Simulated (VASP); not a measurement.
# CaMg (P-6m2) in VASP: notebook

The runs below take CaMg through single point, with LDA.

Program: VASP 6.6.1. These are calculated values, not measurements. Logs are shortened: lines on timing, memory, paths and dates and some standing lists are left out, and cuts for length are marked.

## 1. The crystal as given

It takes space group P-6m2 (No. 187, hexagonal). The conventional cell has a = 3.668 Å, b = 3.668 Å, c = 5.622 Å, α = 90.00°, β = 90.00°, γ = 120.00°. Around Ca (site symmetry -6m2) lie 6 Mg at 3.52 Å and 6 Ca at 3.67 Å. Around Mg (site symmetry -6m2) lie 6 Ca at 3.52 Å and 6 Mg at 3.67 Å.

The cell comes from a database or a generator and needn't be the stable form of this composition.

## 2. Single point, LDA

INCAR reads:

```
PREC = Accurate
ENCUT = 520
EDIFF = 1E-7
ISMEAR = 0
SIGMA = 0.15
LREAL = F
LASPH = T
NELM = 100
ALGO = Normal
ISIF = 2
LWAVE = F
LCHARG = F
GGA = CA
NBANDS = 13
```

KPOINTS reads:

```
Automatic mesh
0
Gamma
  15 15 8
```

POSCAR reads:

```
CaMg
1.0
    3.6681185438      0.0000000000      0.0000000000
   -1.8340592719      3.1766838430      0.0000000000
    0.0000000000      0.0000000000      5.6222980000
Ca Mg
1 1
Direct
    0.0000000000      0.0000000000      0.5000000000
    0.6666666667      0.3333333333      0.0000000000
```

Potentials or basis: VASP PAW LDA potentials, release 64 (Ca_sv, Mg).

The run is started by

```console
> cat potpaw_LDA.64/Ca_sv/POTCAR potpaw_LDA.64/Mg/POTCAR > POTCAR
> mpirun -np 1 vasp_std > vasp.out
```

OUTCAR:

```text
PREC = Accurate
   ENCUT = 520
   EDIFF = 1E-7
   ISMEAR = 0
   LREAL = F
   LASPH = T
   NELM = 100
   ISIF = 2
   GGA = CA

 ion  position               nearest neighbor table
   1  0.000  0.000  0.500-
   2  0.667  0.333  0.000-

  LATTYP: Found a hexagonal cell.
 ALAT       =     3.6681185438
 C/A-ratio  =     1.5327470835

  Lattice vectors:

 A1 = (   3.6681185438,   0.0000000000,   0.0000000000)
 A2 = (  -1.8340592719,   3.1766838430,   0.0000000000)
 A3 = (   0.0000000000,   0.0000000000,   5.6222980000)

Analysis of symmetry for initial positions (statically):
=====================================================================
 Subroutine PRICEL returns:
 Original cell was already a primitive cell.

 Routine SETGRP: Setting up the symmetry group for a
 hexagonal supercell.

 Subroutine GETGRP returns: Found 12 space group operations
 (whereof 12 operations were pure point group operations)
 out of a pool of 24 trial point group operations.

The static configuration has the point symmetry D_3h.

Analysis of symmetry for dynamics (positions and initial velocities):
=====================================================================
 Subroutine PRICEL returns:
 Original cell was already a primitive cell.

 Routine SETGRP: Setting up the symmetry group for a
 hexagonal supercell.

 Subroutine GETGRP returns: Found 12 space group operations
 (whereof 12 operations were pure point group operations)
 out of a pool of 24 trial point group operations.

The dynamic configuration has the point symmetry D_3h.

 Subroutine INISYM returns: Found 12 space group operations
 (whereof 12 operations are pure point group operations),
 and found     1 'primitive' translations

----------------------------------------------------------------------------------------

                                     Primitive cell

  volume of cell :      65.5136

  direct lattice vectors                    reciprocal lattice vectors
     3.668118544  0.000000000  0.000000000     0.272619325  0.157396840  0.000000000
    -1.834059272  3.176683843  0.000000000     0.000000000  0.314793681  0.000000000
     0.000000000  0.000000000  5.622298000     0.000000000  0.000000000  0.177863215

  length of vectors
     3.668118544  3.668118544  5.622298000     0.314793681  0.314793681  0.177863215

  position of ions in fractional coordinates (direct lattice)
     0.000000000  0.000000000  0.500000000
     0.666666667  0.333333333  0.000000000

  ion indices of the primitive-cell ions
   primitive index   ion index
                 1           1
                 2           2

----------------------------------------------------------------------------------------

 KPOINTS: Automatic mesh

Automatic generation of k-mesh.
 Grid dimensions read from file:
 generate k-points for:   15   15    8

 Generating k-lattice:

  Cartesian coordinates                     Fractional coordinates (reciprocal lattice)
     0.018174622  0.010493123  0.000000000     0.066666667  0.000000000  0.000000000
     0.000000000  0.020986245  0.000000000     0.000000000  0.066666667  0.000000000
     0.000000000  0.000000000  0.022232902     0.000000000  0.000000000  0.125000000

  Length of vectors
     0.020986245  0.020986245  0.022232902

  Shift w.r.t. Gamma in fractional coordinates (k-lattice)
     0.000000000  0.000000000  0.000000000

 Subroutine IBZKPT returns following result:
 ===========================================

 Found    135 irreducible k-points:

 Following reciprocal coordinates:
            Coordinates               Weight
  0.000000  0.000000  0.000000      1.000000
  0.066667 -0.000000  0.000000      6.000000
  0.133333  0.000000  0.000000      6.000000
  0.200000 -0.000000  0.000000      6.000000
  0.266667  0.000000  0.000000      6.000000
  0.333333  0.000000  0.000000      6.000000
[... 16 lines left out ...]
  0.333333  0.200000  0.000000     12.000000
  0.400000  0.200000  0.000000      6.000000
 [... further k-points ...]
   k-points           NKPTS =    135   k-points in BZ     NKDIM =    135   number of bands    NBANDS=     13
   number of dos      NEDOS =    301   number of ions     NIONS =      2
   total plane-waves  NPLWV =  32928
   dimension x,y,z NGX =    28 NGY =   28 NGZ =   42
   dimension x,y,z NGXF=    56 NGYF=   56 NGZF=   84
   ions per type =               1   1
   NGX,Y,Z   is equivalent  to a cutoff of  12.69, 12.69, 12.42 a.u.
   NGXF,Y,Z  is equivalent  to a cutoff of  25.38, 25.38, 24.84 a.u.
 SYSTEM =  unknown system
   PREC   = accura    normal or accurate (medium, high low for compatibility)
   ISTART =      0    job   : 0-new  1-cont  2-samecut
   ICHARG =      2    charge: 1-file 2-atom 10-const
   ISPIN  =      1    spin polarized calculation?
   LNONCOLLINEAR =      F non collinear calculations
   LSORBIT =      F    spin-orbit coupling
   LASPH  =      T    aspherical Exc in radial PAW
   ENCUT  =  520.0 eV  38.22 Ry    6.18 a.u.   6.82  6.82 10.45*2*pi/ulx,y,z
   NELM   =    100;   NELMIN=  2; NELMDL= -5     # of ELM steps
   EDIFF  = 0.1E-06   stopping-criterion for ELM
   LREAL  =      F    real-space projection
   EDIFFG = 0.1E-05   stopping-criterion for IOM
   NSW    =      0    number of steps for IOM
   IBRION =     -1    ionic relax: 0-MD 1-quasi-New 2-CG
   NFREE  =      0    steps in history (QN), initial steepest desc. (CG)
   ISIF   =      2    stress and relaxation
   ISYM   =      2    0-nonsym 1-usesym 2-fastsym
   POTIM  = 0.5000    time-step for ionic-motion
   TEBEG  =    0.0;   TEEND  =   0.0 temperature during run
   PSTRESS=    0.0 pullay stress
   NELECT =      12.0000    total number of electrons
   NUPDOWN=      -1.0000    fix difference up-down
   EMIN   =  10.00;   EMAX   =-10.00  energy-range for DOS
   EFERMI =   0.00;   METHOD = LEGACY
   ISMEAR =     0;   SIGMA  =   0.15  broadening in eV -4-tet -1-fermi 0-gaus
   EFERMI_NEDOS =   21; number of points for ismear=-14 and -15
   IALGO  =     38    algorithm
   IMIX   =      4    mixing-type and parameters
     AMIX     =   0.40;   BMIX     =  1.00
     AMIX_MAG =   1.60;   BMIX_MAG =  1.00
  volume/ion in A,a.u.               =      32.76       221.05
  Fermi-wavevector in a.u.,A,eV,Ry     =   0.929733  1.756940 11.760919  0.864403
  Thomas-Fermi vector in A             =   2.056047
   LORBIT       =      0    0 simple, 1 ext, 2 COOP (PROOUT), +10 PAW based schemes
   GGA     = CA    functional components
   LHFCALC =     F    Hartree Fock is set to
   AEXX    =    0.0000 exact exchange contribution
   IVDW    =     0    specifies the selected vdW correction
   LEPSILON=     F    determine dielectric tensor
   LRPA    =     F    only Hartree local field effects (RPA)
 non-spin polarized calculation
 Gauss-broadening in eV      SIGMA  =   0.15
  energy-cutoff  :      520.00
  volume of cell :       65.51
 maximum number of plane-waves:      1785
 NGX is ok and might be reduce to    28
   NGX = 13   NGY = 13   NGZ = 21

 number of electron      11.9999996 magnetization

 Free energy of the ion-electron system (eV)
  ---------------------------------------------------
  ext. energy  EPLUGINS =         0.00000000
  ---------------------------------------------------
  free energy    TOTEN  =        -3.94087804 eV

  energy without entropy =       -3.92471276  energy(sigma->0) =       -3.93279540

 E-fermi :   1.9219     XC(G=0):  -8.2170

 val. band max:        1.9166052551   @ k =   0.4000   0.0667   0.3750
 cond. band min:       1.9258519722   @ k =   0.2667   0.0000   0.0000
 fundamental gap:      0.0092467172
 Fermi energy:         1.9219499800

 k-point     1 :       0.0000    0.0000    0.0000
  band No.  band energies     occupation
      1     -39.3197      2.00000
      2     -20.6223      2.00000
      3     -20.5211      2.00000
      4     -20.5211      2.00000
      5      -3.2250      2.00000
      6       1.0950      2.00000
      7       1.6187      1.99575
      8       4.4395      0.00000
      9       4.4395      0.00000
     10       5.6902      0.00000
     11       5.6902      0.00000
     12       6.4030      0.00000
     13      10.7936      0.00000

 k-point     2 :       0.0667   -0.0000    0.0000
  band No.  band energies     occupation
      1     -39.3188      2.00000
      2     -20.6209      2.00000
      3     -20.5305      2.00000
      4     -20.5232      2.00000
      5      -3.1541      2.00000
      6       1.1712      2.00000
      7       1.6399      1.99217
      8       4.3315      0.00000
      9       4.4995      0.00000
     10       5.6634      0.00000
     11       5.6870      0.00000
     12       6.3967      0.00000
     13       9.8519      0.00000

 k-point     3 :       0.1333    0.0000    0.0000
  band No.  band energies     occupation
      1     -39.3159      2.00000
      2     -20.6170      2.00000
      3     -20.5572      2.00000
      4     -20.5294      2.00000
      5      -2.9430      2.00000
      6       1.3925      2.00000
      7       1.7020      1.96189
      8       4.0409      0.00000
      9       4.6760      0.00000
     10       5.5889      0.00000
     11       5.6763      0.00000
     12       6.3540      0.00000
     13       8.5921      0.00000

 k-point     4 :       0.2000   -0.0000    0.0000
  band No.  band energies     occupation
      1     -39.3118      2.00000
      2     -20.6112      2.00000
      3     -20.5961      2.00000
      4     -20.5385      2.00000
      5      -2.5967      2.00000
      6       1.7333      1.92476
      7       1.8004      1.74804
      8       3.6323      0.00000
      9       4.9577      0.00000
     10       5.4830      0.00000
     11       5.6541      0.00000
     12       6.1595      0.00000
     13       7.5665      0.00000

 k-point     5 :       0.2667    0.0000    0.0000
  band No.  band energies     occupation
      1     -39.3071      2.00000
      2     -20.6405      2.00000
      3     -20.6045      2.00000
      4     -20.5489      2.00000
      5      -2.1230      2.00000
      6       1.9259      0.97065
      7       2.1304      0.04942
      8       3.1400      0.00000
      9       5.3243      0.00000
     10       5.3663      0.00000
     11       5.6140      0.00000
     12       5.6547      0.00000
     13       7.0820      0.00000
[... 257 lines left out ...]
 k-point    22 :       0.2667    0.2000    0.0000
  band No.  band energies     occupation
      1     -39.2980      2.00000
      2     -20.6929      2.00000
      3     -20.5996      2.00000
      4     -20.5918      2.00000
      5      -0.7642      2.00000
      6       2.2158      0.00559
      7       2.3286      0.00013
      8       2.7725      0.00000
      9       4.3702      0.00000
     10       4.4936      0.00000
     11       5.6839      0.00000
     12       6.3111      0.00000
     13       6.8315      0.00000

 k-point    23 :       0.3333    0.2000    0.0000
  band No.  band energies     occupation
      1     -39.2958      2.00000
      2     -20.7053      2.00000
      3     -20.6131      2.00000
      4     -20.5886      2.00000
      5      -0.0437      2.00000
      6       1.5901      1.99825
      7       2.4966      0.00000
      8       2.6405      0.00000
      9       4.0897      0.00000
     10       4.7378      0.00000
     11       5.4090      0.00000
     12       6.5076      0.00000
     13       6.7886      0.00000

 k-point    24 :       0.4000    0.2000    0.0000
  band No.  band energies     occupation
      1     -39.2949      2.00000
      2     -20.7094      2.00000
      3     -20.6181      2.00000
      4     -20.5875      2.00000
      5       0.5775      2.00000
      6       0.9750      2.00000
      7       2.5725      0.00000
      8       2.5788      0.00000
      9       3.9737      0.00000
     10       4.9661      0.00000
     11       5.2748      0.00000
     12       6.5893      0.00000
     13       6.6716      0.00000

 [... further k-points ...]

------------------------ aborting loop because EDIFF is reached ----------------------------------------

  FORCE on cell =-STRESS in cart. coord.  units (eV):
  Direction    XX          YY          ZZ          XY          YZ          ZX
  --------------------------------------------------------------------------------------
  -------------------------------------------------------------------------------------
  Total       -0.6824865     -0.6824865     -1.0178278      0.0000000      0.0000000      0.0000000
  in kB      -16.6906564    -16.6906564    -24.8916494      0.0000000      0.0000000      0.0000000
  external PRESSURE =     -19.4243207 kB  Pullay stress =       0.0000000 kB

 VOLUME and BASIS-vectors are now :
 -----------------------------------------------------------------------------
  energy-cutoff  :      520.00
  volume of cell :       65.51
      direct lattice vectors                 reciprocal lattice vectors
     3.668118544  0.000000000  0.000000000     0.272619325  0.157396840  0.000000000
    -1.834059272  3.176683843  0.000000000     0.000000000  0.314793681  0.000000000
     0.000000000  0.000000000  5.622298000     0.000000000  0.000000000  0.177863215

 POSITION                                       TOTAL-FORCE (eV/Angst)
 -----------------------------------------------------------------------------------
      0.00000      0.00000      2.81115        -0.000000      0.000000      0.000000
      1.83406      1.05889      0.00000         0.000000      0.000000      0.000000
 -----------------------------------------------------------------------------------
    total drift:                                0.000000     -0.000000      0.000000

  FREE ENERGIE OF THE ION-ELECTRON SYSTEM (eV)
  ---------------------------------------------------
  free  energy   TOTEN  =        -3.9408780401 eV

  energy  without entropy=       -3.9247127633  energy(sigma->0) =       -3.93279540
```

It took 66 s on 1 thread of Intel Xeon Platinum 8488C (Sapphire Rapids), shared host; peak memory 0.25 GiB.

Results:

```
Free energy            : -3.9409 eV
Pressure               : -1.9 GPa
Band gap on the k mesh : none (metal or under the smearing width)
```

## 3. Single point, LDA

INCAR reads:

```
  PREC = Accurate
  ENCUT = 520
  EDIFF = 1E-6
  ISMEAR = 0
  SIGMA = 0.15
  LREAL = False
  LASPH = True
  NELM = 100
  ALGO = Fast
  ISIF = 2
  LWAVE = False
  LCHARG = False
  GGA = CA
  NBANDS = 13
```

KPOINTS reads:

```
regular mesh
0
Gamma
  18 18 10
```

POSCAR is that of step 2.

Potentials or basis: VASP PAW LDA potentials, release 64 (Ca_sv, Mg).

The run is started by

```console
> cat potpaw_LDA.64/Ca_sv/POTCAR potpaw_LDA.64/Mg/POTCAR > POTCAR
> mpirun -np 1 vasp_std > vasp.out
```

It took 2.7 min on 1 thread of Intel Xeon Platinum 8488C (Sapphire Rapids), shared host; peak memory 0.32 GiB.

It converged, with:

* Free energy: -3.9402 eV
* Pressure: -1.9 GPa
* Band gap on the k mesh: none (metal or under the smearing width)

Stress tensor (GPa, compression positive):
```
-1.66  0.00  0.00
 0.00 -1.66  0.00
 0.00  0.00 -2.51
```

Levels at points of the mesh, in eV from the Fermi level:
```
           k point  band 2  band 3  band 4  band 5  band 6  band 7  band 8  band 9  band 10  band 11
(0.00, 0.00, 0.00)  -22.55  -22.45  -22.45   -5.15   -0.83   -0.31    2.51    2.51     3.76     3.76
(0.50, 0.00, 0.00)  -22.66  -22.52  -22.50   -1.78   -1.29    0.34    0.77    3.20     3.49     3.68
(0.00, 0.00, 0.50)  -22.55  -22.45  -22.45   -4.24   -3.39    1.50    2.54    2.54     3.64     3.64
(0.50, 0.00, 0.50)  -22.66  -22.52  -22.50   -1.49   -0.57   -0.46    0.41    2.30     2.87     3.87
```
